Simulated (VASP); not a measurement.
OSZICAR of a VASP run on SrVO3 (cubic perovskite):

### OSZICAR
```
       N       E                     dE             d eps       ncg     rms          rms(c)
DAV:   1     0.454170780305E+03    0.45417E+03   -0.24247E+04  1680   0.179E+03
DAV:   2    -0.203034709421E+02   -0.47447E+03   -0.47082E+03  2136   0.489E+02
DAV:   3    -0.494349918660E+02   -0.29132E+02   -0.29032E+02  1776   0.127E+02
DAV:   4    -0.503174326360E+02   -0.88244E+00   -0.88191E+00  2920   0.200E+01
DAV:   5    -0.503271469093E+02   -0.97143E-02   -0.96338E-02  2032   0.163E+00    0.377E+01
DAV:   6    -0.414858776225E+02    0.88413E+01   -0.10198E+02  2264   0.748E+01    0.191E+01
DAV:   7    -0.403654102964E+02    0.11205E+01   -0.36504E+01  1960   0.536E+01    0.174E+01
DAV:   8    -0.396063497728E+02    0.75906E+00   -0.32456E+00  1904   0.161E+01    0.538E+00
DAV:   9    -0.396136065803E+02   -0.72568E-02   -0.77351E-01  2144   0.652E+00    0.229E+00
DAV:  10    -0.395906056440E+02    0.23001E-01   -0.46097E-01  1888   0.616E+00    0.109E+00
DAV:  11    -0.395802653415E+02    0.10340E-01   -0.82435E-02  1824   0.247E+00    0.329E-01
DAV:  12    -0.395798304747E+02    0.43487E-03   -0.43980E-03  2072   0.604E-01    0.965E-02
DAV:  13    -0.395798102897E+02    0.20185E-04   -0.24914E-04  2256   0.111E-01    0.511E-02
DAV:  14    -0.395797909387E+02    0.19351E-04   -0.24146E-04  1872   0.979E-02    0.154E-02
DAV:  15    -0.395797892141E+02    0.17246E-05   -0.31466E-05  1952   0.516E-02    0.153E-02
DAV:  16    -0.395797891096E+02    0.10444E-06   -0.52276E-06  1880   0.214E-02    0.382E-03
DAV:  17    -0.395797891670E+02   -0.57403E-07   -0.30949E-07  1728   0.375E-03
   1 F= -.39579789E+02 E0= -.39579789E+02  d E =0.000000E+00
```

### Question
Which electronic solver shows in the log?

### Answer
It is blocked Davidson (ALGO = Normal, or the opening steps of other solvers). The INCAR had ALGO = Normal.

### Question
How was spin treated?

### Answer
Without spin polarisation: there is no mag entry.

### Question
Can the final energy be trusted as converged?

### Answer
Self-consistency was reached. It stopped with EDIFF = 1E-7, NELM = 100 (PW91 GGA, plane waves, VASP's PBE PAW potentials (set 64)).

The compound is SrVO3 in the cubic perovskite structure. It was relaxed first. The run is not spin-polarised, so no magnetic state was tried. The electron count is odd and the run is not spin-polarised, which forces a metal.
